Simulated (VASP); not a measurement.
**AlCl: relaxation of cell and atoms with PBE+dDsC**

The system is AlCl.

```xyz
2
Lattice="0.0000 2.8486 2.8486 2.8486 0.0000 2.8486 2.8486 2.8486 0.0000" Properties=species:S:1:pos:R:3 pbc="T T T"
Al    2.8486    2.8486    2.8486
Cl    0.0000    0.0000    0.0000
```

The cell was built by a generator and needn't be a form met in nature.

| Item | Value |
| --- | --- |
| Program | VASP 6.6.1 |
| Task | relaxation of cell and atoms |
| Functional | PBE |
| Dispersion | dDsC |
| Potentials or basis | VASP PAW PBE potentials, release 64 (Al, Cl) |
| Cutoff | 600 eV |
| k mesh | 8 × 8 × 8 |
| Occupations | fermi-dirac, width 0.05 eV |
| Spin | no spin polarisation |
| Further INCAR settings | ALGO = Fast; EDIFF = 1e-07; IBRION = 2; EDIFFG = -0.02; NSW = 60; ISIF = 3 |

```json
{"Relaxed volume": "26.16 Å³/atom", "Relaxed cell": "a = 4.198 Å, b = 4.198 Å, c = 4.198 Å, α = 60.00°, β = 60.00°, γ = 60.00°", "Space group after relaxing (to 0.05 Å)": "Fm-3m (No. 225)", "Energy gained by relaxing": "51.8 meV/atom", "Ionic steps": "6", "Pressure after relaxing": "0.0 GPa", "Band gap on the k mesh": "0.21 eV, direct", "Hirshfeld charges": "Al +0.18; Cl -0.18 e", "Dispersion energy per atom": "-0.236 eV"}
```

Step by step:
| step | energy change (eV) | largest force (eV/Å) | pressure (GPa) | volume (Å³) |
| --- | --- | --- | --- | --- |
| 1 | 0.0000 | 0.0000 | 3.56 | 46.23 |
| 2 | -0.0774 | 0.0000 | 1.24 | 49.76 |
| 3 | -0.0841 | 0.0000 | 0.98 | 50.24 |
| 4 | -0.0950 | 0.0000 | 0.51 | 51.21 |
| 5 | -0.1077 | 0.0000 | -0.38 | 53.19 |
| 6 | -0.1037 | 0.0000 | 0.01 | 52.32 |

Final structure:
```yaml
crystal:
  lattice:
    - [0.00000, 2.96849, 2.96849]
    - [2.96849, 0.00000, 2.96849]
    - [2.96849, 2.96849, 0.00000]
  atoms:
    - { symbol: Al, position: [0.50000, 0.50000, 0.50000] }
    - { symbol: Cl, position: [0.00000, 0.00000, 0.00000] }
```

Levels at points of the mesh, in eV from the valence-band top:
```tsv
k point	band 1	band 2	band 3	band 4	band 5	band 6	band 7	band 8	band 9
(0.00, 0.00, 0.00)	-16.57	-4.25	-4.25	-4.25	-4.06	4.94	4.94	4.94	5.66
(0.50, 0.00, 0.00)	-16.30	-6.93	-4.37	-4.37	0.00	0.21	2.44	2.44	7.13
(0.50, 0.50, 0.00)	-16.23	-6.03	-4.93	-4.93	-3.30	3.08	3.62	4.58	4.58
```

It took 56 s on 1 thread of Intel(R) Xeon(R) Platinum 8488C (Sapphire Rapids) (shared host), peak memory 0.18 GiB.

A k mesh can miss the band edges. As with any semilocal functional, this PBE gap is likely too small.
